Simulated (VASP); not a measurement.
Output of a VASP run:

### OUTCAR
```
 ion  position               nearest neighbor table
   1  0.333  0.667  0.250-   4 2.40   5 2.40   4 2.40   5 2.40   4 2.40   5 2.40
   2  0.667  0.333  0.750-   3 2.40   6 2.40   3 2.40   6 2.40   3 2.40   6 2.40
   3  0.333  0.667  0.881-   2 2.40   2 2.40   2 2.40
   4  0.667  0.333  0.381-   1 2.40   1 2.40   1 2.40
   5  0.667  0.333  0.119-   1 2.40   1 2.40   1 2.40
   6  0.333  0.667  0.619-   2 2.40   2 2.40   2 2.40
  LATTYP: Found a hexagonal cell.
 ALAT       =     3.1420773869
 C/A-ratio  =     3.8118335349
 Subroutine PRICEL returns:
 Original cell was already a primitive cell.
 Subroutine GETGRP returns: Found 24 space group operations
The static configuration has the point symmetry D_3d.
 The point group associated with its full space group is D_6h.
The dynamic configuration has the point symmetry D_3d.
 Subroutine INISYM returns: Found 24 space group operations
 Subroutine IBZKPT returns following result:
 Found     20 irreducible k-points:

 Following reciprocal coordinates:
            Coordinates               Weight
  0.000000  0.000000  0.000000      1.000000
  0.125000  0.000000  0.000000      6.000000
  0.250000  0.000000  0.000000      6.000000
  0.375000  0.000000  0.000000      6.000000
  0.500000  0.000000  0.000000      3.000000
  0.125000  0.125000  0.000000      6.000000
  0.250000  0.125000  0.000000     12.000000
  0.375000  0.125000  0.000000     12.000000
  0.250000  0.250000  0.000000      6.000000
  0.375000  0.250000  0.000000      6.000000
  0.000000  0.000000  0.500000      1.000000
  0.125000  0.000000  0.500000      6.000000
  0.250000  0.000000  0.500000      6.000000
  0.375000  0.000000  0.500000      6.000000
  0.500000  0.000000  0.500000      3.000000
  0.125000  0.125000  0.500000      6.000000
  0.250000  0.125000  0.500000     12.000000
  0.375000  0.125000  0.500000     12.000000
  0.250000  0.250000  0.500000      6.000000
  0.375000  0.250000  0.500000      6.000000
   k-points           NKPTS =     20   k-points in BZ     NKDIM =     20   number of bands    NBANDS=     31
   number of dos      NEDOS =    301   number of ions     NIONS =      6
   total plane-waves  NPLWV =  51840
   dimension x,y,z NGX =    24 NGY =   24 NGZ =   90
   dimension x,y,z NGXF=    48 NGYF=   48 NGZF=  180
   ions per type =               2   4
   PREC   = accura    normal or accurate (medium, high low for compatibility)
   ISTART =      0    job   : 0-new  1-cont  2-samecut
   ICHARG =      2    charge: 1-file 2-atom 10-const
   ISPIN  =      1    spin polarized calculation?
   LNONCOLLINEAR =      F non collinear calculations
   LSORBIT =      F    spin-orbit coupling
   INIWAV =      1    electr: 0-lowe 1-rand  2-diag
   ENCUT  =  500.0 eV  36.75 Ry    6.06 a.u.   5.73  5.73 21.84*2*pi/ulx,y,z
   NELM   =    100;   NELMIN=  2; NELMDL= -5     # of ELM steps
   EDIFF  = 0.1E-05   stopping-criterion for ELM
   LREAL  =      F    real-space projection
   NLSPLINE    = F    spline interpolate recip. space projectors
   LMAXMIX     =    4 max onsite mixed and CHGCAR
   VOSKOWN=      0    Vosko Wilk Nusair interpolation
   EDIFFG = -.2E-01   stopping-criterion for IOM
   NSW    =     40    number of steps for IOM
   NBLOCK =      1;   KBLOCK =     40    inner block; outer block
   IBRION =      2    ionic relax: 0-MD 1-quasi-New 2-CG
   NFREE  =      1    steps in history (QN), initial steepest desc. (CG)
   ISIF   =      3    stress and relaxation
   ISYM   =      2    0-nonsym 1-usesym 2-fastsym
   TEIN   =    0.0    initial temperature
   TEBEG  =    0.0;   TEEND  =   0.0 temperature during run
   SMASS  =  -3.00    Nose mass-parameter (am)
   PSTRESS=   50.0 pullay stress
   NELECT =      52.0000    total number of electrons
   EFERMI =   0.00;   METHOD = LEGACY
   ISMEAR =     0;   SIGMA  =   0.05  broadening in eV -4-tet -1-fermi 0-gaus
   IALGO  =     38    algorithm
   LDIAG  =      T    sub-space diagonalisation (order eigenvalues)
   IMIX   =      4    mixing-type and parameters
     AMIX     =   0.40;   BMIX     =  1.00
...
```

**OSZICAR**
```
       N       E                     dE             d eps       ncg     rms          rms(c)
DAV:   1     0.452522647753E+03    0.45252E+03   -0.29280E+04  1376   0.156E+03
DAV:   2    -0.203779652595E+02   -0.47290E+03   -0.46335E+03  1503   0.404E+02
DAV:   3    -0.457786550040E+02   -0.25401E+02   -0.25255E+02  1599   0.809E+01
DAV:   4    -0.463418205635E+02   -0.56317E+00   -0.56190E+00  1540   0.118E+01
DAV:   5    -0.463548740909E+02   -0.13054E-01   -0.13048E-01  1609   0.177E+00    0.355E+01
DAV:   6    -0.442358131849E+02    0.21191E+01   -0.22085E+01  1378   0.250E+01    0.136E+01
DAV:   7    -0.438413806168E+02    0.39443E+00   -0.99039E+00  1403   0.159E+01    0.852E+00
DAV:   8    -0.434980811548E+02    0.34330E+00   -0.16265E+00  1598   0.701E+00    0.307E+00
DAV:   9    -0.435120125226E+02   -0.13931E-01   -0.16714E-01  1657   0.196E+00    0.141E+00
DAV:  10    -0.435024717906E+02    0.95407E-02   -0.72739E-02  1493   0.148E+00    0.315E-01
DAV:  11    -0.435025548263E+02   -0.83036E-04   -0.30381E-03  1542   0.311E-01    0.179E-01
DAV:  12    -0.435024951286E+02    0.59698E-04   -0.34418E-04  1564   0.974E-02    0.800E-02
DAV:  13    -0.435024978302E+02   -0.27016E-05   -0.18889E-04  1679   0.723E-02    0.162E-02
DAV:  14    -0.435024987051E+02   -0.87490E-06   -0.18405E-05  1483   0.244E-02    0.180E-02
DAV:  15    -0.435024991207E+02   -0.41558E-06   -0.19845E-06  1209   0.816E-03
   1 F= -.40306735E+02 E0= -.40306735E+02  d E =-.403067E+02
```

File OUTCAR:
```
------------------------ aborting loop because EDIFF is reached ----------------------------------------
  FORCE on cell =-STRESS in cart. coord.  units (eV):
  Direction    XX          YY          ZZ          XY          YZ          ZX
  --------------------------------------------------------------------------------------
  Total        3.1698948      3.1698934      3.1342076      0.0000000     -0.0000000     -0.0000000
  in kB       49.5952630     49.5952414     49.0369104      0.0000000     -0.0000000     -0.0000000
  external PRESSURE =      -0.5908617 kB  Pullay stress =      50.0000000 kB
  volume of cell :      102.40
      direct lattice vectors                 reciprocal lattice vectors
     1.571038950 -2.721118690  0.000000000     0.318260728 -0.183747957  0.000000000
     1.571038950  2.721118690  0.000000000     0.318260728  0.183747957  0.000000000
     0.000000000  0.000000000 11.977075953     0.000000000  0.000000000  0.083492833
 POSITION                                       TOTAL-FORCE (eV/Angst)
 -----------------------------------------------------------------------------------
      1.57104      0.90704      2.99427        -0.000000     -0.000000      0.000000
      1.57104     -0.90704      8.98281        -0.000000      0.000000      0.000000
      1.57104      0.90704     10.54897         0.000000     -0.000000     -0.011539
      1.57104     -0.90704      4.56044         0.000000      0.000000     -0.011539
      1.57104     -0.90704      1.42810        -0.000000      0.000000      0.011539
      1.57104      0.90704      7.41664         0.000000     -0.000000      0.011539
 -----------------------------------------------------------------------------------
    total drift:                               -0.000219      0.001579     -0.000030
  FREE ENERGIE OF THE ION-ELECTRON SYSTEM (eV)
  ---------------------------------------------------
  free  energy   TOTEN  =       -43.5024991207 eV

  energy  without entropy=      -43.5024991207  energy(sigma->0) =      -43.50249912
  enthalpy is  TOTEN    =       -40.3067354245 eV   P V=        3.1957636961

 reached required accuracy - stopping structural energy minimisation
```
(Selected blocks of OUTCAR.)

File POSCAR:
```
MoS2
1
    1.5710389498    -2.7211186897     0.0000000000
    1.5710389498     2.7211186897     0.0000000000
    0.0000000000     0.0000000000    11.9770759527
Mo S
2 4
Direct
  0.3333330000   0.6666670000   0.2500000000
  0.6666670000   0.3333330000   0.7500000000
  0.3333330000   0.6666670000   0.8807637855
  0.6666670000   0.3333330000   0.3807637855
  0.6666670000   0.3333330000   0.1192362145
  0.3333330000   0.6666670000   0.6192362145
```

Task: Reconstruct the remaining input files.

Result: This is not unique; one that fits is the input of the run itself, PBE GGA, plane waves, VASP's PBE PAW potentials (set 64).

### KPOINTS
```
Automatic mesh
0
G
8 8 2
```

INCAR:
```
SYSTEM = MoS2
PREC = Accurate; ENCUT = 500; LREAL = .False.
LASPH = .True.
EDIFF = 1E-6; NELM = 100; ALGO = Normal
LMAXMIX = 4
ISMEAR = 0; SIGMA = 0.05
GGA = PE
IBRION = 2; NSW = 40; ISIF = 3
EDIFFG = -0.02; PSTRESS = 50
LWAVE = .False.; LCHARG = .False.
```

POTCAR, in this order: Mo_sv S (PBE.64 set). Program: vasp_std.

Without a dispersion term in the relaxation, distances and binding between the weakly bound layers, chains or molecules are unreliable, and so is what depends on them.

The compound is MoS2 in the 2H layered structure. It was relaxed first under an external pressure of 5 GPa.
